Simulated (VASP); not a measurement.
# HfB2: input slips in a relaxation and what they do

Aim: see how common mistakes in a VASP relaxation show up, on HfB2. The starting structure is a measured crystal structure from the Crystallography Open Database.

Program: VASP 6.6.1. Level of theory: Kohn-Sham DFT with plane waves and PAW; PBEsol. Results are calculated unless marked as measured.

**1. The structure**

Symmetry: P6/mmm, No. 191, hexagonal system. The conventional cell has a = 3.140 Å, b = 3.140 Å, c = 3.480 Å, α = 90.00°, β = 90.00°, γ = 120.00°. Nearest to Hf lie 12 B at 2.51 Å. Nearest to B lie 3 B at 1.81 Å and 6 Hf at 2.51 Å. Farther neighbours are not listed.

Structure file:

```cif
data_structure
_symmetry_space_group_name_H-M 'P 1'
_symmetry_Int_Tables_number 1
_cell_length_a 3.1400
_cell_length_b 3.1400
_cell_length_c 3.4800
_cell_angle_alpha 90.000
_cell_angle_beta 90.000
_cell_angle_gamma 120.000
_cell_volume 29.71
loop_
_atom_site_label
_atom_site_type_symbol
_atom_site_fract_x
_atom_site_fract_y
_atom_site_fract_z
_atom_site_occupancy
Hf1 Hf 0.00000 0.00000 0.00000 1
B2 B 0.66667 0.33333 0.50000 1
B3 B 0.33333 0.66667 0.50000 1
```

**2. Reference relaxation**

INCAR

```
SYSTEM = HfB2
PREC = Accurate
ENCUT = 450
EDIFF = 1E-06
NELM = 100
ISMEAR = 1
SIGMA = 0.1
LREAL = .FALSE.
ALGO = Normal
GGA = PS
NBANDS = 14
LORBIT = 11
LWAVE = .FALSE.
LCHARG = .FALSE.
KPAR = 2
IBRION = 2
NSW = 50
ISIF = 3
EDIFFG = -0.01
```

POSCAR

```
HfB2
1.0
    3.1400000000      0.0000000000      0.0000000000
   -1.5700000000      2.7193197679      0.0000000000
    0.0000000000      0.0000000000      3.4800000000
Hf B
1 2
Direct
    0.0000000000      0.0000000000      0.0000000000
    0.6666666667      0.3333333333      0.5000000000
    0.3333333333      0.6666666667      0.5000000000
```

KPOINTS

```
Automatic mesh
0
Gamma
10 10 8
0 0 0
```

The projector-augmented-wave data sets are Hf_pv and B (PBE family, release 64).

On the command line:

```console
mpirun -np 2 vasp_std
```

What it wrote:

```text
[banner, memory and clock lines left out]
running    2 mpi-ranks, on    1 nodes
 distrk:  each k-point on    1 cores,    2 groups
 distr:  one band on    1 cores,    1 groups

 POSCAR found type information on POSCAR HfB
 POSCAR found :  2 types and       3 ions
|                                                                             |
|               ----> ADVICE to this user running VASP <----                  |
|                                                                             |
|     You enforced a specific xc type in the INCAR file but a different       |
|     [... a line on the potential file left out ...]
|     I HOPE YOU KNOW WHAT YOU ARE DOING!                                     |
|                                                                             |

 LDA part: xc-table for (Slater+PW92), standard interpolation
 POSCAR, INCAR and KPOINTS ok, starting setup
 FFT: planning ... GRIDC
 FFT: planning ... GRID_SOFT
 FFT: planning ... GRID
 WAVECAR not read
 entering main loop
       N       E                     dE             d eps       ncg     rms          rms(c)
DAV:   1     0.208088206468E+02    0.20809E+02   -0.73770E+03  1968   0.966E+02
DAV:   2    -0.286491184315E+02   -0.49458E+02   -0.46264E+02  2556   0.208E+02
DAV:   3    -0.300534078241E+02   -0.14043E+01   -0.13956E+01  2566   0.261E+01
DAV:   4    -0.300602473318E+02   -0.68395E-02   -0.68370E-02  2242   0.220E+00
DAV:   5    -0.300602952273E+02   -0.47895E-04   -0.47890E-04  2578   0.155E-01    0.534E+01
DAV:   6    -0.279687151108E+02    0.20916E+01   -0.32704E+00  2362   0.123E+01    0.388E+01
DAV:   7    -0.279233748380E+02    0.45340E-01   -0.11040E+00  2446   0.741E+00    0.109E+01
DAV:   8    -0.278581867667E+02    0.65188E-01   -0.29803E-01  2326   0.396E+00    0.159E+00
DAV:   9    -0.278540754903E+02    0.41113E-02   -0.23097E-02  2320   0.119E+00    0.388E-01
DAV:  10    -0.278539003296E+02    0.17516E-03   -0.81957E-04  2404   0.238E-01    0.262E-01
DAV:  11    -0.278539056523E+02   -0.53227E-05   -0.62605E-05  2458   0.598E-02    0.114E-01
DAV:  12    -0.278539030631E+02    0.25892E-05   -0.45315E-06  2284   0.165E-02    0.138E-02
DAV:  13    -0.278539031493E+02   -0.86162E-07   -0.24484E-07  1082   0.417E-03
   1 F= -.27853903E+02 E0= -.27853723E+02  d E =-.278539E+02
[...]
2 F= -.27848772E+02 E0= -.27848595E+02  d E =0.513142E-02
[...]
3 F= -.27861136E+02 E0= -.27860958E+02  d E =-.723322E-02
[...]
4 F= -.27861135E+02 E0= -.27860956E+02  d E =-.723161E-02
 curvature:  -0.21 expect dE=-0.528E-04 dE for cont linesearch -0.161E-05
 ZBRENT: accuracy reached
 trial: gam= 0.02307 g(F)=  0.127E-49 g(S)=  0.252E-03 ort =-0.501E-03 (trialstep = 0.889E+00)
 search vector abs. value=  0.247E-03
 bond charge predicted
       N       E                     dE             d eps       ncg     rms          rms(c)
DAV:   1    -0.278613631241E+02   -0.22743E-03   -0.98004E-03  2038   0.764E-01    0.132E-01
DAV:   2    -0.278612780523E+02    0.85072E-04   -0.12531E-04  2464   0.887E-02    0.568E-02
DAV:   3    -0.278612423392E+02    0.35713E-04   -0.30329E-05  2474   0.412E-02    0.168E-02
DAV:   4    -0.278612403540E+02    0.19852E-05   -0.36252E-06  2482   0.145E-02    0.101E-02
DAV:   5    -0.278612403081E+02    0.45882E-07   -0.17299E-07  1034   0.302E-03
   5 F= -.27861240E+02 E0= -.27861060E+02  d E =-.105547E-03
 trial-energy change:   -0.000106  1 .order   -0.000106   -0.000214    0.000001
 step:   0.8836(harm=  0.8836)  dis= 0.00000  next Energy=   -27.861241 (dE=-0.106E-03)
 reached required accuracy - stopping structural energy minimisation
```

It took 11 s on 2 MPI ranks of Intel Xeon 6975P-C (Granite Rapids), shared host; peak memory 0.28 GiB.

The logs omit lines about the potential files and the build; timing stands in the text.

Parts of OUTCAR (step 2):

```text
ion  position               nearest neighbor table
   1  0.000  0.000  0.000-   2 2.51   3 2.51   2 2.51   3 2.51   2 2.51   2 2.51   3 2.51   3 2.51
                             2 2.51   2 2.51   3 2.51   3 2.51
   2  0.667  0.333  0.500-   3 1.81   3 1.81   3 1.81   1 2.51   1 2.51   1 2.51   1 2.51   1 2.51
                             1 2.51
   3  0.333  0.667  0.500-   2 1.81   2 1.81   2 1.81   1 2.51   1 2.51   1 2.51   1 2.51   1 2.51
                             1 2.51

  LATTYP: Found a hexagonal cell.
 ALAT       =     3.1400000000
 C/A-ratio  =     1.1082802548

 Subroutine GETGRP returns: Found 24 space group operations
 (whereof 24 operations were pure point group operations)

The static configuration has the point symmetry D_6h.

 Found     70 irreducible k-points:

   k-points           NKPTS =     70   k-points in BZ     NKDIM =     70   number of bands    NBANDS=     14

   dimension x,y,z NGX =    24 NGY =   24 NGZ =   24
   dimension x,y,z NGXF=    48 NGYF=   48 NGZF=   48

   ENCUT  =  450.0 eV  33.07 Ry    5.75 a.u.   5.43  5.43  6.02*2*pi/ulx,y,z

   NELECT =      16.0000    total number of electrons

 k-points in reciprocal lattice and weights: Automatic mesh
   0.00000000  0.00000000  0.00000000       0.001
   0.10000000  0.00000000  0.00000000       0.007
   0.20000000  0.00000000  0.00000000       0.007
   0.30000000  0.00000000  0.00000000       0.007
   0.40000000  0.00000000  0.00000000       0.007
   0.50000000  0.00000000  0.00000000       0.004
   0.10000000  0.10000000  0.00000000       0.007
   0.20000000  0.10000000  0.00000000       0.015
   0.30000000  0.10000000  0.00000000       0.015
[...]
0.40000000  0.20000000  0.50000000       0.007
   0.30000000  0.30000000  0.50000000       0.007

 average (electrostatic) potential at core
       1 -33.9153       2 -25.0187       3 -25.0187

 E-fermi :   7.5257

 k-point     1 :       0.0000    0.0000    0.0000
  band No.  band energies     occupation
    ...
      4      -6.1295      2.00000
      5       4.6165      2.00000
      6       4.7466      2.00000
      7       4.7466      2.00000
      8       4.9739      2.00000
      9      11.7708      0.00000
     10      11.7708      0.00000
     11      12.4760      0.00000
     12      12.4760      0.00000
     13      12.7503      0.00000
    ...

 k-point     2 :       0.1000    0.0000    0.0000
  band No.  band energies     occupation
    ...
      4      -5.9095      2.00000
      5       4.1565      2.00000
      6       4.7398      2.00000
      7       4.7767      2.00000
      8       4.8315      2.00000
      9      11.0603      0.00000
     10      11.6182      0.00000
     11      11.6431      0.00000
     12      12.0344      0.00000
     13      13.4360      0.00000
    ...

 k-point     3 :       0.2000    0.0000    0.0000
  band No.  band energies     occupation
    ...
      4      -5.2850      2.00000
      5       2.8402      2.00000
      6       4.3398      2.00000
      7       4.6692      2.00000
      8       5.2647      2.00000
      9       9.9234      0.00000
     10      11.2507      0.00000
     11      11.4708      0.00000
     12      11.9640      0.00000
     13      13.8700      0.00000
    ...

  Total        0.0149498      0.0149498      0.0150343      0.0000000     -0.0000000      0.0000000
  in kB        0.8205181      0.8205181      0.8251585      0.0000000     -0.0000000      0.0000000
  external PRESSURE =       0.8220649 kB  Pullay stress =       0.0000000 kB

  energy-cutoff  :      450.00
  volume of cell :       29.19
      direct lattice vectors                 reciprocal lattice vectors
     3.124555066  0.000000000  0.000000000     0.320045568  0.184778395  0.000000000
    -1.562277533  2.705944063 -0.000000000    -0.000000000  0.369556789  0.000000000
    -0.000000000 -0.000000000  3.452634718    -0.000000000  0.000000000  0.289633883

 POSITION                                       TOTAL-FORCE (eV/Angst)
 -----------------------------------------------------------------------------------
      3.12456      0.00000      0.00000        -0.000000      0.000000     -0.000000
      1.56228      0.90198      1.72632         0.000000      0.000000      0.000000
     -0.00000      1.80396      1.72632        -0.000000     -0.000000     -0.000000
 -----------------------------------------------------------------------------------
    total drift:                                0.000000      0.000000     -0.000000

  FREE ENERGIE OF THE ION-ELECTRON SYSTEM (eV)
  ---------------------------------------------------
  free  energy   TOTEN  =       -27.8612403081 eV

  energy  without entropy=      -27.8607006184  energy(sigma->0) =      -27.86106041

 reached required accuracy - stopping structural energy minimisation

 total charge
# of ion       s       p       d       tot
------------------------------------------
    1        0.304   6.610   1.883   8.798
    2        0.664   1.286   0.000   1.950
    3        0.664   1.286   0.000   1.950
--------------------------------------------------
tot          1.633   9.181   1.883  12.698

[... 3 further parts left out ...]
```

CONTCAR:

```
HfB2
   1.00000000000000
     3.1245550658683854    0.0000000000000000    0.0000000000000000
    -1.5622775329341927    2.7059440625819953   -0.0000000000000000
    -0.0000000000000000   -0.0000000000000000    3.4526347184126109
  Hf              B
     1     2
Direct
     1.0000000000000000    0.0000000000000000    0.0000000000000000
     0.6666666667000030    0.3333333332999970    0.5000000000000000
     0.3333333332999970    0.6666666667000030    0.5000000000000000
```

The PAW data sets were made with PBE, which is usual practice but a small mismatch for other functionals. The run keeps the 24 symmetry operations of its start, so it cannot find a distortion of lower symmetry.

The reference relaxation ends at 9.731 Å³ an atom. Pressures at 0.985 and 1.015 times this volume, from two more relaxations that aren't shown, give a bulk modulus of 264.9 GPa.

**3. Relaxation with a smearing far too wide**

A slip made on purpose: a smearing far too wide. Against step 2 the input has ISMEAR = 0 and SIGMA = 2 (also changed: NELM).

INCAR: that of step 2 with these lines changed.

```diff
@@ -4,5 +4,5 @@
 EDIFF = 1E-06
-NELM = 100
-ISMEAR = 1
-SIGMA = 0.1
+NELM = 60
+ISMEAR = 0
+SIGMA = 2
 LREAL = .FALSE.
```

POSCAR is that of step 2.

KPOINTS is that of step 2.

On the command line:

```console
mpirun -np 2 vasp_std
```

What it wrote:

```text
[banner, memory and clock lines left out]
running    2 mpi-ranks, on    1 nodes
[...]
[... a notice as in an earlier step ...]

 LDA part: xc-table for (Slater+PW92), standard interpolation
 POSCAR, INCAR and KPOINTS ok, starting setup
[...]
entering main loop
       N       E                     dE             d eps       ncg     rms          rms(c)
DAV:   1     0.203546058365E+02    0.20355E+02   -0.73770E+03  1968   0.966E+02
DAV:   2    -0.291391427829E+02   -0.49494E+02   -0.46477E+02  2556   0.207E+02
DAV:   3    -0.305494351031E+02   -0.14103E+01   -0.13979E+01  2566   0.261E+01
DAV:   4    -0.305561334590E+02   -0.66984E-02   -0.66954E-02  2242   0.217E+00
[...]
DAV:  11    -0.283093713622E+02   -0.86309E-05   -0.72773E-05  2416   0.652E-02    0.886E-02
DAV:  12    -0.283093688126E+02    0.25496E-05   -0.43887E-06  2296   0.154E-02    0.784E-03
DAV:  13    -0.283093688600E+02   -0.47393E-07   -0.32208E-07  1142   0.460E-03
   1 F= -.28309369E+02 E0= -.27703257E+02  d E =-.283094E+02
[...]
DAV:   3    -0.283093499747E+02    0.33286E-03   -0.91284E-04  2206   0.237E-01    0.252E-01
DAV:   4    -0.283093481850E+02    0.17897E-05   -0.12360E-05  2416   0.328E-02    0.238E-01
DAV:   5    -0.283093411503E+02    0.70347E-05   -0.37741E-05  2464   0.361E-02    0.103E-02
DAV:   6    -0.283093396906E+02    0.14597E-05   -0.30562E-06  2332   0.127E-02    0.155E-02
DAV:   7    -0.283093399882E+02   -0.29765E-06   -0.19209E-07  1028   0.352E-03
   2 F= -.28309340E+02 E0= -.27708737E+02  d E =0.288718E-04
 trial-energy change:    0.000029  1 .order    0.000037   -0.000745    0.000820
 step:   0.4842(harm=  0.4762)  dis= 0.00000  next Energy=   -28.309550 (dE=-0.181E-03)
[...]
N       E                     dE             d eps       ncg     rms          rms(c)
DAV:   1    -0.283099497255E+02   -0.61003E-03   -0.10597E-02  1978   0.879E-01    0.305E-01
DAV:   2    -0.283096475916E+02    0.30213E-03   -0.45415E-04  2020   0.186E-01    0.163E-01
DAV:   3    -0.283095566684E+02    0.90923E-04   -0.24164E-04  2200   0.122E-01    0.130E-01
DAV:   4    -0.283095560921E+02    0.57631E-06   -0.32734E-06  2392   0.169E-02
   3 F= -.28309556E+02 E0= -.27706167E+02  d E =-.187232E-03
[...]
reached required accuracy - stopping structural energy minimisation
```

It took 8.2 s on 2 MPI ranks; peak memory 0.28 GiB.

From OUTCAR (step 3):

```text
  Total        0.0204173      0.0204173     -0.0152072      0.0000000     -0.0000000     -0.0000000
  in kB        1.1040223      1.1040223     -0.8222930      0.0000000     -0.0000000     -0.0000000
  external PRESSURE =       0.4619172 kB  Pullay stress =       0.0000000 kB

 POSITION                                       TOTAL-FORCE (eV/Angst)
 -----------------------------------------------------------------------------------
     -1.56872      2.71711      0.00000        -0.000000      0.000000     -0.000000
      1.56872      0.90570      1.73788        -0.000000     -0.000000     -0.000000
     -0.00000      1.81140      1.73788         0.000000      0.000000      0.000000
 -----------------------------------------------------------------------------------
    total drift:                               -0.000000      0.000000      0.000000

  FREE ENERGIE OF THE ION-ELECTRON SYSTEM (eV)
  ---------------------------------------------------
  free  energy   TOTEN  =       -28.3095560921 eV

  energy  without entropy=      -27.1027782853  energy(sigma->0) =      -27.70616719

[... 2 parts as in an earlier step ...]

[... 2 further parts left out ...]
[key lines of the parts left out:]
E-fermi :   7.4216
```

With a smearing far too wide the cell ends at 9.877 Å³ an atom, +1.50 % from the reference; the bulk modulus is 245.8 GPa against 264.9 GPa.

**4. Relaxation with too few electronic steps**

A slip made on purpose: too few electronic steps. Against step 2 the input has NELM = 4 (also changed: NSW).

INCAR: that of step 3 with these lines changed.

```diff
@@ -4,5 +4,5 @@
 EDIFF = 1E-06
-NELM = 60
-ISMEAR = 0
-SIGMA = 2
+NELM = 4
+ISMEAR = 1
+SIGMA = 0.1
 LREAL = .FALSE.
@@ -16,3 +16,3 @@
 IBRION = 2
-NSW = 50
+NSW = 30
 ISIF = 3
```

POSCAR is that of step 3.

KPOINTS is that of step 3.

On the command line:

```console
mpirun -np 2 vasp_std
```

What it wrote:

```text
[... set-up lines as in an earlier step ...]
 entering main loop
       N       E                     dE             d eps       ncg     rms          rms(c)
[... 4 cycles as in an earlier step ...]
 -----------------------------------------------------------------------------
|                                                                             |
|           W    W    AA    RRRRR   N    N  II  N    N   GGGG   !!!           |
|           W    W   A  A   R    R  NN   N  II  NN   N  G    G  !!!           |
|           W    W  A    A  R    R  N N  N  II  N N  N  G       !!!           |
|           W WW W  AAAAAA  RRRRR   N  N N  II  N  N N  G  GGG   !            |
|           WW  WW  A    A  R   R   N   NN  II  N   NN  G    G                |
|           W    W  A    A  R    R  N    N  II  N    N   GGGG   !!!           |
|                                                                             |
|     The electronic self-consistency was not achieved in the given           |
|     number of steps (NELM). The forces and other quantities evaluated       |
[...]
-----------------------------------------------------------------------------

   1 F= -.30060247E+02 E0= -.30060179E+02  d E =-.300602E+02
[...]
|     The electronic self-consistency was not achieved in the given           |
[... from here on, the cycles between the ionic steps are left out ...]
   2 F= -.21108421E+02 E0= -.21108319E+02  d E =0.895183E+01
[...]
|     The electronic self-consistency was not achieved in the given           |
   3 F= -.27698897E+02 E0= -.27698765E+02  d E =0.236135E+01
   4 F= -.27785810E+02 E0= -.27785668E+02  d E =0.227444E+01
   5 F= -.27852416E+02 E0= -.27852255E+02  d E =0.220783E+01
   6 F= -.27860585E+02 E0= -.27860413E+02  d E =0.219966E+01
   7 F= -.27860439E+02 E0= -.27860265E+02  d E =0.219981E+01
   8 F= -.27859022E+02 E0= -.27858845E+02  d E =0.220123E+01
   9 F= -.27860487E+02 E0= -.27860312E+02  d E =0.219976E+01
  10 F= -.27860455E+02 E0= -.27860281E+02  d E =0.219979E+01
  11 F= -.27861206E+02 E0= -.27861026E+02  d E =-.750946E-03
  12 F= -.27861211E+02 E0= -.27861032E+02  d E =-.756454E-03
  13 F= -.27861220E+02 E0= -.27861040E+02  d E =-.832751E-05
  14 F= -.27861242E+02 E0= -.27861062E+02  d E =-.305001E-04
[...]
reached required accuracy - stopping structural energy minimisation
```

It took 21 s on 2 MPI ranks; peak memory 0.3 GiB.

Parts of OUTCAR (step 4):

```text
  Total       -0.0018997     -0.0018997     -0.0003159      0.0000000      0.0000000     -0.0000000
  in kB       -0.1042294     -0.1042294     -0.0173308      0.0000000      0.0000000     -0.0000000
  external PRESSURE =      -0.0752632 kB  Pullay stress =       0.0000000 kB

 POSITION                                       TOTAL-FORCE (eV/Angst)
 -----------------------------------------------------------------------------------
      0.00000      0.00000      0.00000        -0.000000     -0.000000     -0.000000
      1.56244      0.90208      1.72650        -0.000000      0.000000     -0.000000
     -0.00000      1.80415      1.72650         0.000000      0.000000      0.000000
 -----------------------------------------------------------------------------------
    total drift:                               -0.000000      0.000000     -0.000000

  FREE ENERGIE OF THE ION-ELECTRON SYSTEM (eV)
  ---------------------------------------------------
  free  energy   TOTEN  =       -27.8612419921 eV

  energy  without entropy=      -27.8607021372  energy(sigma->0) =      -27.86106204

[... 2 parts as in an earlier step ...]

[... 2 further parts left out ...]
[key lines of the parts left out:]
E-fermi :   7.5232
```

Logs of long relaxations may skip ionic steps without a mark.

With too few electronic steps the cell ends at 9.734 Å³ an atom, +0.03 % from the reference.

(Continued in part 2 of 2.)

[Lines on the potential files, build, host, timing and source positions are cut from VASP's logs without a mark.]

[Logs are printed without paths, hosts, clocks, repeated set-up lines and the standing remarks that a program may print on its own settings, such as how far it seeks lower states.]

[Hosts, paths, dates, database ids (printed as entryN), source tags and the programs' standing remarks are cut or masked in the printed files.]
